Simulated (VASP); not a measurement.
Data:

```yaml
crystal:
  lattice:
    - [3.02047, 0.00000, 0.00000]
    - [0.00000, 3.02047, 0.00000]
    - [0.00000, 0.00000, 3.02047]
  atoms:
    - { symbol: Zn, position: [0.50000, 0.50000, 0.50000] }
    - { symbol: Cu, position: [0.00000, 0.00000, 0.00000] }
```

Method: optB88-vdW, VASP's PBE PAW potentials (set 64) (plane waves; VASP 6.6.1). Run with 520 eV cut-off, 12×12×12 Γ-centred mesh, first-order Methfessel-Paxton smearing of 0.10 eV, potentials Zn Cu.

### Question
Give the stress tensor in GPa (positive for a compressed cell).

### Answer

```
-5.32   0.00   0.00
 0.00  -5.32   0.00
 0.00   0.00  -5.32
```
The pressure is its mean diagonal, -5.32 GPa.

The compound is CuZn in the CsCl type structure. This cell is one point of a volume scan, at 1.06 of the reference volume. The electron count is odd and the run is not spin-polarised, which forces a metal.
